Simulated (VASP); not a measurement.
# CsSi2 (P-6m2) in VASP: a series of runs, part 2 of 2

VASP 6.6.1. Earlier steps stand in the parts before.

## Step 3: Relaxation of cell and atoms, PW91

INCAR

```
SYSTEM = CsSi2
PREC     = Accurate       ! precision mode
ENCUT    = 600            ! plane-wave cutoff, eV
EDIFF    = 1E-6           ! SCF threshold, eV
ISMEAR   = -1             ! smearing method
SIGMA    = 0.05           ! smearing width, eV
LREAL    = .FALSE.        ! projectors in reciprocal space
LASPH    = .TRUE.         ! aspherical terms in the spheres
NELM     = 100            ! most SCF steps
ALGO     = Fast           ! electronic algorithm
ISIF     = 3              ! what is computed and relaxed
LWAVE    = .FALSE.        ! write WAVECAR
LCHARG   = .FALSE.        ! write CHGCAR
GGA      = 91             ! functional
IBRION   = 2              ! ionic algorithm
NSW      = 40             ! ionic steps
EDIFFG   = -0.005         ! ionic threshold
```

KPOINTS

```
regular mesh
0
G
  5 5 6
  0 0 0
```

POSCAR

```
CsSi2
1.0
    6.3715700000      0.0000000000      0.0000000000
   -3.1857800000      5.5179400000      0.0000000000
    0.0000000000      0.0000000000      4.4786600000
Cs Si
1 2
Direct
    0.0000000000      0.0000000000      0.0000000000
    0.6666700000      0.3333300000      0.2503900000
    0.6666700000      0.3333300000      0.7496100000
```

Potentials or basis: VASP PAW PBE potentials, release 64 (Cs_sv, Si).

Run with:

```
$ cat potpaw_PBE.64/Cs_sv/POTCAR potpaw_PBE.64/Si/POTCAR > POTCAR
$ mpirun -np 1 vasp_std > vasp.out
```

OUTCAR:

```text
SYSTEM = CsSi2
   PREC = Accurate
   ENCUT = 600
   EDIFF = 1E-6
   ISMEAR = -1
   LREAL = .FALSE.
   LASPH = .TRUE.
   NELM = 100
   ISIF = 3
   GGA = 91
   IBRION = 2
   NSW = 40
   EDIFFG = -0.005

 ion  position               nearest neighbor table
   1  0.000  0.000  0.000-
   2  0.667  0.333  0.250-   3 2.24   3 2.24
   3  0.667  0.333  0.750-   2 2.24   2 2.24

  LATTYP: Found a hexagonal cell.
 ALAT       =     6.3715700000
 C/A-ratio  =     0.7029130968

  Lattice vectors:

 A1 = (   6.3715700000,   0.0000000000,   0.0000000000)
 A2 = (  -3.1857800000,   5.5179400000,   0.0000000000)
 A3 = (   0.0000000000,   0.0000000000,   4.4786600000)

Analysis of symmetry for initial positions (statically):
=====================================================================
 Subroutine PRICEL returns:
 Original cell was already a primitive cell.

 Routine SETGRP: Setting up the symmetry group for a
 hexagonal supercell.

 Subroutine GETGRP returns: Found  4 space group operations
 (whereof  4 operations were pure point group operations)
 out of a pool of 24 trial point group operations.

The static configuration has the point symmetry C_2v.

Analysis of symmetry for dynamics (positions and initial velocities):
=====================================================================
 Subroutine PRICEL returns:
 Original cell was already a primitive cell.

 Routine SETGRP: Setting up the symmetry group for a
 hexagonal supercell.

 Subroutine GETGRP returns: Found  4 space group operations
 (whereof  4 operations were pure point group operations)
 out of a pool of 24 trial point group operations.

The dynamic configuration has the point symmetry C_2v.

 Subroutine INISYM returns: Found  4 space group operations
 (whereof  4 operations are pure point group operations),
 and found     1 'primitive' translations

----------------------------------------------------------------------------------------

                                     Primitive cell

  volume of cell :     157.4605

  direct lattice vectors                    reciprocal lattice vectors
     6.371570000  0.000000000  0.000000000     0.156947189  0.090613384  0.000000000
    -3.185780000  5.517940000  0.000000000     0.000000000  0.181227052  0.000000000
     0.000000000  0.000000000  4.478660000     0.000000000  0.000000000  0.223281071

  length of vectors
     6.371570000  6.371566217  4.478660000     0.181226945  0.181227052  0.223281071

  position of ions in fractional coordinates (direct lattice)
     0.000000000  0.000000000  0.000000000
     0.666670000  0.333330000  0.250390000
     0.666670000  0.333330000  0.749610000

  ion indices of the primitive-cell ions
   primitive index   ion index
                 1           1
                 2           2
                 3           3

----------------------------------------------------------------------------------------

 KPOINTS: regular mesh

Automatic generation of k-mesh.
[... 70 lines left out ...]
   IBRION =      2    ionic relax: 0-MD 1-quasi-New 2-CG
   NFREE  =      1    steps in history (QN), initial steepest desc. (CG)
   ISIF   =      3    stress and relaxation
   ISYM   =      2    0-nonsym 1-usesym 2-fastsym
   POTIM  = 0.5000    time-step for ionic-motion
   TEBEG  =    0.0;   TEEND  =   0.0 temperature during run
   PSTRESS=    0.0 pullay stress
   NELECT =      17.0000    total number of electrons
   NUPDOWN=      -1.0000    fix difference up-down
   EMIN   =  10.00;   EMAX   =-10.00  energy-range for DOS
   EFERMI =   0.00;   METHOD = LEGACY
   ISMEAR =    -1;   SIGMA  =   0.05  broadening in eV -4-tet -1-fermi 0-gaus
   EFERMI_NEDOS =   21; number of points for ismear=-14 and -15
   IALGO  =     68    algorithm
   IMIX   =      4    mixing-type and parameters
     AMIX     =   0.40;   BMIX     =  1.00
     AMIX_MAG =   1.60;   BMIX_MAG =  1.00
  volume/ion in A,a.u.               =      52.49       354.20
  Fermi-wavevector in a.u.,A,eV,Ry     =   0.779532  1.473102  8.267855  0.607670
  Thomas-Fermi vector in A             =   1.882656
   LORBIT       =      0    0 simple, 1 ext, 2 COOP (PROOUT), +10 PAW based schemes
   GGA     = 91    functional components
   LHFCALC =     F    Hartree Fock is set to
   AEXX    =    0.0000 exact exchange contribution
   IVDW    =     0    specifies the selected vdW correction
   LEPSILON=     F    determine dielectric tensor
   LRPA    =     F    only Hartree local field effects (RPA)
 conjugate gradient relaxation of ions
 non-spin polarized calculation
 RMM-DIIS sequential band-by-band and
  energy-cutoff  :      600.00
  volume of cell :      157.46
 maximum number of plane-waves:      5276
 NGX is ok and might be reduce to    54
   NGX = 25   NGY = 25   NGZ = 17

--------------------------------------- Ionic step        1  -------------------------------------------

 number of electron      16.9999999 magnetization

 Free energy of the ion-electron system (eV)
  ---------------------------------------------------
  ext. energy  EPLUGINS =         0.00000000
  ---------------------------------------------------
  free energy    TOTEN  =        -9.85591395 eV

  energy without entropy =       -9.82274899  energy(sigma->0) =       -9.83933147

------------------------ aborting loop because EDIFF is reached ----------------------------------------

  FORCE on cell =-STRESS in cart. coord.  units (eV):
  Direction    XX          YY          ZZ          XY          YZ          ZX
  --------------------------------------------------------------------------------------
  -------------------------------------------------------------------------------------
  Total       -0.0264478     -0.0265428     -1.4648487     -0.0000823      0.0000000      0.0000000
  in kB       -0.2691094     -0.2700757    -14.9049947     -0.0008372      0.0000000      0.0000000
  external PRESSURE =      -5.1480599 kB  Pullay stress =       0.0000000 kB
[... 92 lines left out ...]
  FREE ENERGIE OF THE ION-ELECTRON SYSTEM (eV)
  ---------------------------------------------------
  free  energy   TOTEN  =        -9.8843452263 eV

  energy  without entropy=       -9.8789010930  energy(sigma->0) =       -9.88162316

[... ionic steps 4 to 9 ...]

--------------------------------------- Ionic step       10  -------------------------------------------

 number of electron      16.9999999 magnetization

------------------------ aborting loop because EDIFF is reached ----------------------------------------
[... 69 lines left out ...]
--------------------------------------- Ionic step       12  -------------------------------------------

 number of electron      16.9999999 magnetization

 Free energy of the ion-electron system (eV)
  ---------------------------------------------------
  ext. energy  EPLUGINS =         0.00000000
  ---------------------------------------------------
  free energy    TOTEN  =        -9.88874459 eV

  energy without entropy =       -9.88595571  energy(sigma->0) =       -9.88735015

 E-fermi :   0.6916     XC(G=0):  -6.2929

 val. band max:        0.5158290153   @ k =   0.4000   0.4000   0.5000
 cond. band min:       0.9229917882   @ k =   0.4000   0.4000   0.1667
 fundamental gap:      0.4071627729
 Fermi energy:         0.6916281800

 k-point     1 :       0.0000    0.0000    0.0000
  band No.  band energies     occupation
      1     -21.6876      2.00000
      2      -9.1419      2.00000
      3      -8.5444      2.00000
      4      -8.5444      2.00000
      5      -8.4130      2.00000
      6      -3.0674      2.00000
      7      -1.3755      2.00000
      8      -1.3754      2.00000
      9      -0.5070      2.00000
     10       2.0669      0.00000
     11       4.0101      0.00000
     12       4.7858      0.00000
[... 331 lines left out ...]
 k-point    24 :       0.2000    0.2000    0.3333
  band No.  band energies     occupation
      1     -21.6590      2.00000
      2      -8.8511      2.00000
      3      -8.7546      2.00000
      4      -8.5036      2.00000
      5      -7.9914      2.00000
      6      -5.8840      2.00000
      7      -0.7394      2.00000
      8      -0.5739      2.00000
      9       1.5581      0.00000
     10       1.6446      0.00000
     11       3.1991      0.00000
     12       3.9826      0.00000

 [... further k-points ...]

------------------------ aborting loop because EDIFF is reached ----------------------------------------

  FORCE on cell =-STRESS in cart. coord.  units (eV):
  Direction    XX          YY          ZZ          XY          YZ          ZX
  --------------------------------------------------------------------------------------
  -------------------------------------------------------------------------------------
  Total       -0.0022961     -0.0023053      0.0025669     -0.0000079      0.0000000      0.0000000
  in kB       -0.0239079     -0.0240034      0.0267275     -0.0000827      0.0000000      0.0000000
  external PRESSURE =      -0.0070613 kB  Pullay stress =       0.0000000 kB
[... 18 lines left out ...]
  FREE ENERGIE OF THE ION-ELECTRON SYSTEM (eV)
  ---------------------------------------------------
  free  energy   TOTEN  =        -9.8887445887 eV

  energy  without entropy=       -9.8859557120  energy(sigma->0) =       -9.88735015

 reached required accuracy - stopping structural energy minimisation
```

Run time: 4.3 min. Hardware: 1 thread of Intel Xeon 6975P-C (Granite Rapids), shared host; peak memory 0.39 GiB.

Results:

| Property | Result |
| --- | --- |
| Free energy | -9.8887 eV |
| Relaxed volume | 51.29 Å³/atom |
| Relaxed cell | a = 6.384 Å, b = 6.384 Å, c = 4.359 Å, α = 90.00°, β = 90.00°, γ = 120.00° |
| Space group after relaxing (to 0.05 Å) | P-6m2 (No. 187) |
| Energy gained by relaxing | 10.9 meV/atom |
| Ionic steps | 12 |
| Pressure after relaxing | 0.0 GPa |
| Band gap on the k mesh | none (metal or under the smearing width) |

Step by step:
```csv
step,energy change (eV),largest force (eV/Å),pressure (GPa),volume (Å³)
1,0.0000,0.1710,-0.51,157.46
2,-0.0284,0.3873,-0.09,153.62
3,-0.0284,0.3963,-0.07,153.56
4,-0.0199,0.2835,0.68,151.39
5,-0.0314,0.1958,0.16,152.79
6,-0.0315,0.1841,-0.09,153.72
7,-0.0328,0.0010,0.03,153.25
8,-0.0328,0.0033,0.03,153.40
9,-0.0328,0.0146,0.01,153.85
10,-0.0328,0.0119,0.01,153.75
11,-0.0328,0.0109,-0.02,154.02
12,-0.0328,0.0019,0.00,153.87
```

Final structure:
```xyz
3
Lattice="6.3841 0.0000 0.0000 -3.1921 5.5288 0.0000 0.0000 0.0000 4.3595" Properties=species:S:1:pos:R:3 pbc="T T T"
Cs   -3.1921    5.5288    0.0000
Si    3.1921    1.8429    1.0900
Si    3.1921    1.8429    3.2694
```

Caveat: the PAW data sets were made with another functional, which shifts forces and pressure a little. Spin-orbit coupling is left out, which matters for the levels of Cs.

## Step 4: Relaxation of cell and atoms, optB88-vdW

Changes to INCAR since step 3:

```diff
@@ -13,3 +13,7 @@
 LCHARG   = .FALSE.        ! write CHGCAR
-GGA      = 91             ! functional
+GGA      = BO             ! functional
+LUSE_VDW = .TRUE.       
+AGGAC    = 0.0          
+PARAM1   = 0.1833333333 
+PARAM2   = 0.22         
 IBRION   = 2              ! ionic algorithm
```

KPOINTS is that of step 3.

POSCAR is that of step 3.

Run with:

```
$ cat potpaw_PBE.64/Cs_sv/POTCAR potpaw_PBE.64/Si/POTCAR > POTCAR
$ mpirun -np 1 vasp_std > vasp.out
```

Run time: 19 min. Hardware: 1 thread of Intel Xeon 6975P-C (Granite Rapids), shared host; peak memory 0.87 GiB.

It converged, with:

```yaml
Free_energy: -4.4407 eV
Relaxed_volume: 49.34 Å³/atom
Relaxed_cell: a = 6.261 Å, b = 6.261 Å, c = 4.360 Å, α = 90.00°, β = 90.00°, γ = 120.00°
Space_group_after_relaxing_to_0.05_Å: P-6m2 (No. 187)
Energy_gained_by_relaxing: 9.7 meV/atom
Ionic_steps: 11
Pressure_after_relaxing: 0.0 GPa
Band_gap_on_the_k_mesh: none (metal or under the smearing width)
```

Step by step:
| step | energy change (eV) | largest force (eV/Å) | pressure (GPa) | volume (Å³) |
| --- | --- | --- | --- | --- |
| 1 | 0.0000 | 0.2446 | -0.57 | 157.46 |
| 2 | -0.0156 | 0.1794 | -0.41 | 153.27 |
| 3 | -0.0165 | 0.3221 | -0.32 | 152.26 |
| 4 | -0.0268 | 0.2790 | -0.03 | 147.91 |
| 5 | -0.0275 | 0.2307 | 0.12 | 146.76 |
| 6 | -0.0276 | 0.2177 | -0.02 | 147.38 |
| 7 | -0.0288 | 0.0030 | 0.04 | 147.08 |
| 8 | -0.0290 | 0.0070 | 0.04 | 147.33 |
| 9 | -0.0291 | 0.0131 | 0.05 | 147.66 |
| 10 | -0.0291 | 0.0043 | -0.02 | 148.19 |
| 11 | -0.0291 | 0.0007 | 0.00 | 148.03 |

Final structure:
```yaml
crystal:
  lattice:
    - [6.26134, -0.00003, 0.00000]
    - [-3.13069, 5.42246, 0.00000]
    - [0.00000, 0.00000, 4.36010]
  atoms:
    - { symbol: Cs, position: [0.00000, 0.00000, 0.00000] }
    - { symbol: Si, position: [0.66667, 0.33333, 0.25040] }
    - { symbol: Si, position: [0.66667, 0.33333, 0.74960] }
```

Levels at points of the mesh, in eV from the Fermi level:
| k point | band 6 | band 7 | band 8 | band 9 | band 10 | band 11 |
| --- | --- | --- | --- | --- | --- | --- |
| (0.00, 0.00, 0.00) | -3.76 | -2.03 | -2.03 | -1.26 | 1.21 | 3.23 |
| (0.00, 0.00, 0.50) | -7.90 | -0.37 | -0.37 | -0.32 | -0.32 | 3.07 |

Caveat: the PAW data sets were made with another functional, which shifts forces and pressure a little. Spin-orbit coupling is left out, which matters for the levels of Cs.

## Step 5: For comparison

An earlier run on the cell as given: functional PBE; potentials or basis VASP PAW PBE potentials, release 64 (Cs_sv, Si); cutoff 520 eV; k mesh 5 × 5 × 6; occupations fermi-dirac, width 0.05 eV; no spin polarisation.

- Pressure: -0.6 GPa
- Largest force: 0.163 eV/Å
- Band gap on the k mesh: none (metal or under the smearing width)

## Step 6: Summary

```tsv
task	level	cell	cutoff (eV)	gap on the mesh (eV)	pressure (GPa)	relaxed volume (Å³/atom)
relaxation of cell and atoms	AM05	relaxed	600	none	0.0	50.47
relaxation of cell and atoms	PW91	relaxed	600	none	0.0	51.29
relaxation of cell and atoms	optB88-vdW	relaxed	600	none	0.0	49.34
single point	PBE	as given	520	none	-0.6	-
```

Alike in all rows: potentials or basis VASP PAW PBE potentials, release 64 (Cs_sv, Si); no spin polarisation; k mesh 5 × 5 × 6; smearing fermi-dirac 0.05 eV.

Caveats: the PAW data sets were made with another functional, which shifts forces and pressure a little (some runs).

Total energies depend on the potentials used, so only differences within one code and one set of settings carry meaning.
